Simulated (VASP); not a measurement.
# MgO (Fm-3m) in VASP: notebook, part 2 of 2

VASP 6.6.1. Earlier steps stand in the parts before.

### 3 Band structure, TB-mBJ

Input file POSCAR:

```
MgO                                     
1.0
    0.0000000000      2.1039238760      2.1039238760
    2.1039238760      0.0000000000      2.1039238760
    2.1039238760      2.1039238760      0.0000000000
  Mg              O             
     1     1
Direct
     0.0000000000000000    0.0000000000000000    0.0000000000000000
     0.5000000000000000    0.5000000000000000    0.5000000000000000
```

Input file INCAR.step1:

```
SYSTEM = MgO
ALGO     = Normal         ! electronic algorithm
EDIFF    = 1E-5           ! SCF threshold, eV
ENCUT    = 520            ! plane-wave cutoff, eV
GGA      = PE             ! functional
ISIF     = 2              ! what is computed and relaxed
ISMEAR   = 0              ! smearing method
LASPH    = .TRUE.         ! aspherical terms in the spheres
LCHARG   = .FALSE.        ! write CHGCAR
LREAL    = .FALSE.        ! projectors in reciprocal space
LWAVE    = .TRUE.         ! write WAVECAR
NBANDS   = 11             ! bands
NELM     = 80             ! most SCF steps
PREC     = Accurate       ! precision mode
SIGMA    = 0.03           ! smearing width, eV
```

Input file INCAR.step2:

```
SYSTEM = MgO
ALGO     = Normal         ! electronic algorithm
EDIFF    = 1E-6           ! SCF threshold, eV
ENCUT    = 520            ! plane-wave cutoff, eV
ISIF     = 2              ! what is computed and relaxed
ISMEAR   = 0              ! smearing method
ISTART   = 1            
LASPH    = .TRUE.         ! aspherical terms in the spheres
LCHARG   = .FALSE.        ! write CHGCAR
LREAL    = .FALSE.        ! projectors in reciprocal space
LWAVE    = .FALSE.        ! write WAVECAR
METAGGA  = MBJ            ! meta-GGA
NBANDS   = 11             ! bands
NELM     = 80             ! most SCF steps
PREC     = Accurate       ! precision mode
SIGMA    = 0.03           ! smearing width, eV
```

Input file KPOINTS:

```
k-points
0
G
  14 14 14
  0 0 0
```

Input file KPOINTS_OPT:

```
explicit points
109
Reciprocal
 0.0000000000  0.0000000000  0.0000000000 1
 0.0555555556  0.0000000000  0.0555555556 1
 0.1111111111  0.0000000000  0.1111111111 1
 0.1666666667  0.0000000000  0.1666666667 1
 0.2222222222  0.0000000000  0.2222222222 1
 0.2777777778  0.0000000000  0.2777777778 1
 0.3333333333  0.0000000000  0.3333333333 1
 0.3888888889  0.0000000000  0.3888888889 1
 0.4444444444  0.0000000000  0.4444444444 1
 0.5000000000  0.0000000000  0.5000000000 1
 0.5000000000  0.0000000000  0.5000000000 1
 0.5000000000  0.0277777778  0.5277777778 1
 0.5000000000  0.0555555556  0.5555555556 1
 0.5000000000  0.0833333333  0.5833333333 1
 0.5000000000  0.1111111111  0.6111111111 1
 0.5000000000  0.1388888889  0.6388888889 1
 0.5000000000  0.1666666667  0.6666666667 1
 0.5000000000  0.1944444444  0.6944444444 1
 0.5000000000  0.2222222222  0.7222222222 1
 0.5000000000  0.2500000000  0.7500000000 1
 0.5000000000  0.2500000000  0.7500000000 1
 0.4861111111  0.2638888889  0.7500000000 1
 0.4722222222  0.2777777778  0.7500000000 1
 0.4583333333  0.2916666667  0.7500000000 1
 0.4444444444  0.3055555556  0.7500000000 1
 0.4305555556  0.3194444444  0.7500000000 1
 0.4166666667  0.3333333333  0.7500000000 1
 0.4027777778  0.3472222222  0.7500000000 1
 0.3888888889  0.3611111111  0.7500000000 1
 0.3750000000  0.3750000000  0.7500000000 1
 0.3750000000  0.3750000000  0.7500000000 1
 0.3333333333  0.3333333333  0.6666666667 1
 0.2916666667  0.2916666667  0.5833333333 1
 0.2500000000  0.2500000000  0.5000000000 1
 0.2083333333  0.2083333333  0.4166666667 1
 0.1666666667  0.1666666667  0.3333333333 1
 0.1250000000  0.1250000000  0.2500000000 1
 0.0833333333  0.0833333333  0.1666666667 1
 0.0416666667  0.0416666667  0.0833333333 1
 0.0000000000  0.0000000000  0.0000000000 1
 0.0000000000  0.0000000000  0.0000000000 1
 0.0555555556  0.0555555556  0.0555555556 1
 0.1111111111  0.1111111111  0.1111111111 1
 0.1666666667  0.1666666667  0.1666666667 1
 0.2222222222  0.2222222222  0.2222222222 1
 0.2777777778  0.2777777778  0.2777777778 1
 0.3333333333  0.3333333333  0.3333333333 1
 0.3888888889  0.3888888889  0.3888888889 1
 0.4444444444  0.4444444444  0.4444444444 1
 0.5000000000  0.5000000000  0.5000000000 1
 0.5000000000  0.5000000000  0.5000000000 1
 0.5138888889  0.4722222222  0.5138888889 1
 0.5277777778  0.4444444444  0.5277777778 1
 0.5416666667  0.4166666667  0.5416666667 1
 0.5555555556  0.3888888889  0.5555555556 1
 0.5694444444  0.3611111111  0.5694444444 1
 0.5833333333  0.3333333333  0.5833333333 1
 0.5972222222  0.3055555556  0.5972222222 1
 0.6111111111  0.2777777778  0.6111111111 1
 0.6250000000  0.2500000000  0.6250000000 1
 0.6250000000  0.2500000000  0.6250000000 1
 0.6111111111  0.2500000000  0.6388888889 1
 0.5972222222  0.2500000000  0.6527777778 1
 0.5833333333  0.2500000000  0.6666666667 1
 0.5694444444  0.2500000000  0.6805555556 1
 0.5555555556  0.2500000000  0.6944444444 1
 0.5416666667  0.2500000000  0.7083333333 1
 0.5277777778  0.2500000000  0.7222222222 1
 0.5138888889  0.2500000000  0.7361111111 1
 0.5000000000  0.2500000000  0.7500000000 1
 0.5000000000  0.2500000000  0.7500000000 1
 0.5000000000  0.2777777778  0.7222222222 1
 0.5000000000  0.3055555556  0.6944444444 1
 0.5000000000  0.3333333333  0.6666666667 1
 0.5000000000  0.3611111111  0.6388888889 1
 0.5000000000  0.3888888889  0.6111111111 1
 0.5000000000  0.4166666667  0.5833333333 1
 0.5000000000  0.4444444444  0.5555555556 1
 0.5000000000  0.4722222222  0.5277777778 1
 0.5000000000  0.5000000000  0.5000000000 1
 0.5000000000  0.5000000000  0.5000000000 1
 0.4861111111  0.4861111111  0.5277777778 1
 0.4722222222  0.4722222222  0.5555555556 1
 0.4583333333  0.4583333333  0.5833333333 1
 0.4444444444  0.4444444444  0.6111111111 1
 0.4305555556  0.4305555556  0.6388888889 1
 0.4166666667  0.4166666667  0.6666666667 1
 0.4027777778  0.4027777778  0.6944444444 1
 0.3888888889  0.3888888889  0.7222222222 1
 0.3750000000  0.3750000000  0.7500000000 1
 0.6250000000  0.2500000000  0.6250000000 1
 0.6111111111  0.2222222222  0.6111111111 1
 0.5972222222  0.1944444444  0.5972222222 1
 0.5833333333  0.1666666667  0.5833333333 1
 0.5694444444  0.1388888889  0.5694444444 1
 0.5555555556  0.1111111111  0.5555555556 1
 0.5416666667  0.0833333333  0.5416666667 1
 0.5277777778  0.0555555556  0.5277777778 1
 0.5138888889  0.0277777778  0.5138888889 1
 0.5000000000  0.0000000000  0.5000000000 1
 0.0000000000  0.0000000000  0.0000000000 1
 0.3750000000  0.3750000000  0.7500000000 1
 0.5000000000  0.5000000000  0.5000000000 1
 0.6250000000  0.2500000000  0.6250000000 1
 0.5000000000  0.2500000000  0.7500000000 1
 0.5000000000  0.0000000000  0.5000000000 1
 0.4000000000  0.0000000000  0.4000000000 1
 0.4250000000  0.0000000000  0.4250000000 1
 0.4500000000  0.0000000000  0.4500000000 1
```

Potentials or basis: VASP PAW PBE potentials, release 64 (Mg, O).

Run with:

```console
$ cat potpaw_PBE.64/Mg/POTCAR potpaw_PBE.64/O/POTCAR > POTCAR
$ cp INCAR.step1 INCAR
$ mpirun -np 1 vasp_std > vasp.out
$ cp INCAR.step2 INCAR
$ mpirun -np 1 vasp_std > vasp.out
```

It took 78 s on 1 thread of Intel Xeon Platinum 8488C (Sapphire Rapids), shared host; peak memory 0.17 GiB.

It converged, with:

```
Band gap on the k mesh  : 6.80 eV, direct
Band gap along the path : 6.80 eV, direct
```

Levels at the corners of the path, in eV from the valence-band top:
| point | band 1 | band 2 | band 3 | band 4 | band 5 | band 6 | band 7 | band 8 | band 9 |
| --- | --- | --- | --- | --- | --- | --- | --- | --- | --- |
| Γ | -18.25 | 0.00 | 0.00 | 0.00 | 6.80 | 17.90 | 17.90 | 17.90 | 22.57 |
| X | -17.06 | -3.52 | -1.20 | -1.20 | 11.50 | 12.29 | 15.56 | 21.82 | 21.82 |
| X | -17.06 | -3.52 | -1.20 | -1.20 | 11.50 | 12.29 | 15.56 | 21.82 | 21.82 |
| W | -17.02 | -2.52 | -2.52 | -1.52 | 13.95 | 13.95 | 14.51 | 17.81 | 24.60 |
| W | -17.02 | -2.52 | -2.52 | -1.52 | 13.95 | 13.95 | 14.51 | 17.81 | 24.60 |
| K | -17.05 | -2.99 | -2.31 | -1.02 | 12.39 | 14.09 | 14.91 | 20.66 | 20.73 |
| K | -17.05 | -2.99 | -2.31 | -1.02 | 12.39 | 14.09 | 14.91 | 20.66 | 20.73 |
| Γ | -18.25 | 0.00 | 0.00 | 0.00 | 6.80 | 17.90 | 17.90 | 17.90 | 22.57 |
| Γ | -18.25 | 0.00 | 0.00 | 0.00 | 6.80 | 17.90 | 17.90 | 17.90 | 22.57 |
| L | -17.25 | -3.96 | -0.59 | -0.59 | 10.13 | 15.02 | 18.42 | 18.42 | 23.95 |
| L | -17.25 | -3.96 | -0.59 | -0.59 | 10.13 | 15.02 | 18.42 | 18.42 | 23.95 |
| U | -17.05 | -2.99 | -2.31 | -1.02 | 12.39 | 14.09 | 14.91 | 20.66 | 20.73 |
| U | -17.05 | -2.99 | -2.31 | -1.02 | 12.39 | 14.09 | 14.91 | 20.66 | 20.73 |
| W | -17.02 | -2.52 | -2.52 | -1.52 | 13.95 | 13.95 | 14.51 | 17.81 | 24.60 |
| W | -17.02 | -2.52 | -2.52 | -1.52 | 13.95 | 13.95 | 14.51 | 17.81 | 24.60 |
| L | -17.25 | -3.96 | -0.59 | -0.59 | 10.13 | 15.02 | 18.42 | 18.42 | 23.95 |
| L | -17.25 | -3.96 | -0.59 | -0.59 | 10.13 | 15.02 | 18.42 | 18.42 | 23.95 |
| K | -17.05 | -2.99 | -2.31 | -1.02 | 12.39 | 14.09 | 14.91 | 20.66 | 20.73 |
| U | -17.05 | -2.99 | -2.31 | -1.02 | 12.39 | 14.09 | 14.91 | 20.66 | 20.73 |
| X | -17.06 | -3.52 | -1.20 | -1.20 | 11.50 | 12.29 | 15.56 | 21.82 | 21.82 |

Caveat: the PAW data sets were made with another functional, which shifts forces and pressure a little.

### 4 Band structure, LDA

Input file INCAR:

```
SYSTEM = MgO
ALGO     = Normal         ! electronic algorithm
EDIFF    = 1E-6           ! SCF threshold, eV
ENCUT    = 520            ! plane-wave cutoff, eV
ISIF     = 2              ! what is computed and relaxed
ISMEAR   = 0              ! smearing method
LASPH    = .TRUE.         ! aspherical terms in the spheres
LCHARG   = .FALSE.        ! write CHGCAR
LREAL    = .FALSE.        ! projectors in reciprocal space
LWAVE    = .FALSE.        ! write WAVECAR
NBANDS   = 11             ! bands
NELM     = 80             ! most SCF steps
PREC     = Accurate       ! precision mode
SIGMA    = 0.03           ! smearing width, eV
```

KPOINTS is that of step 3.

POSCAR is that of step 3.

KPOINTS_OPT is that of step 3.

Potentials or basis: VASP PAW LDA potentials, release 64 (Mg, O).

Run with:

```console
$ cat potpaw_LDA.64/Mg/POTCAR potpaw_LDA.64/O/POTCAR > POTCAR
$ mpirun -np 1 vasp_std > vasp.out
```

Run time: 14 s. Hardware: 1 thread of Intel Xeon Platinum 8488C (Sapphire Rapids), shared host; peak memory 0.15 GiB.

It converged, with:

```yaml
Free_energy: -13.4274 eV
Pressure: -7.3 GPa
Band_gap_on_the_k_mesh: 4.69 eV, direct
Band_gap_along_the_path: 4.69 eV, direct
```

Levels at the corners of the path, in eV from the valence-band top:
```csv
point,band 2,band 3,band 4,band 5,band 6,band 7
Γ,0.00,0.00,0.00,4.69,15.54,15.54
X,-4.17,-1.38,-1.38,8.89,9.73,12.92
X,-4.17,-1.38,-1.38,8.89,9.73,12.92
W,-3.02,-3.02,-1.81,11.47,11.47,11.92
W,-3.02,-3.02,-1.81,11.47,11.47,11.92
K,-3.57,-2.77,-1.17,9.89,11.54,12.36
K,-3.57,-2.77,-1.17,9.89,11.54,12.36
Γ,0.00,0.00,0.00,4.69,15.54,15.54
Γ,0.00,0.00,0.00,4.69,15.54,15.54
L,-4.71,-0.67,-0.67,7.75,12.43,16.03
L,-4.71,-0.67,-0.67,7.75,12.43,16.03
U,-3.57,-2.77,-1.17,9.89,11.54,12.36
U,-3.57,-2.77,-1.17,9.89,11.54,12.36
W,-3.02,-3.02,-1.81,11.47,11.47,11.92
W,-3.02,-3.02,-1.81,11.47,11.47,11.92
L,-4.71,-0.67,-0.67,7.75,12.43,16.03
L,-4.71,-0.67,-0.67,7.75,12.43,16.03
K,-3.57,-2.77,-1.17,9.89,11.54,12.36
U,-3.57,-2.77,-1.17,9.89,11.54,12.36
X,-4.17,-1.38,-1.38,8.89,9.73,12.92
```

### 5 The runs side by side

| level | potentials or basis | gap on the mesh (eV) | pressure (GPa) |
| --- | --- | --- | --- |
| PBEsol | VASP PAW PBE potentials, release 64 (Mg, O) | 4.66 | 0.2 |
| TB-mBJ | VASP PAW PBE potentials, release 64 (Mg, O) | 6.80 | - |
| LDA | VASP PAW LDA potentials, release 64 (Mg, O) | 4.69 | -7.3 |

Alike in all rows: task band structure; no spin polarisation; cell as given; k mesh 14 × 14 × 14; cutoff (eV) 520; smearing gaussian 0.03 eV.

Caveats: the PAW data sets were made with another functional, which shifts forces and pressure a little (some runs).

Total energies depend on the potentials used, so only differences within one code and one set of settings carry meaning.

### 6 How close it comes

Step 2. Measured gap of MgO: 7.83 eV (quoted in “Electronic structure of alkaline earth and post-transition metal oxides”, 2009, arxiv:0908.1581). This calculation gives 4.66 eV (-3.17 eV). The value is that of PBEsol, without temperature or zero-point motion. Semilocal functionals fall short of measured gaps as a rule.

Step 3. Against the measured gap of MgO, 7.83 eV (quoted in “Electronic structure of alkaline earth and post-transition metal oxides”, 2009, arxiv:0908.1581), the calculated 6.80 eV is off by -1.03 eV. The value is that of TB-mBJ, without temperature or zero-point motion.

Step 4. A measured gap of MgO is 7.83 eV (quoted in “Electronic structure of alkaline earth and post-transition metal oxides”, 2009, arxiv:0908.1581); the calculated 4.69 eV misses it by -3.14 eV. The value is that of LDA, without temperature or zero-point motion. Semilocal functionals fall short of measured gaps as a rule.
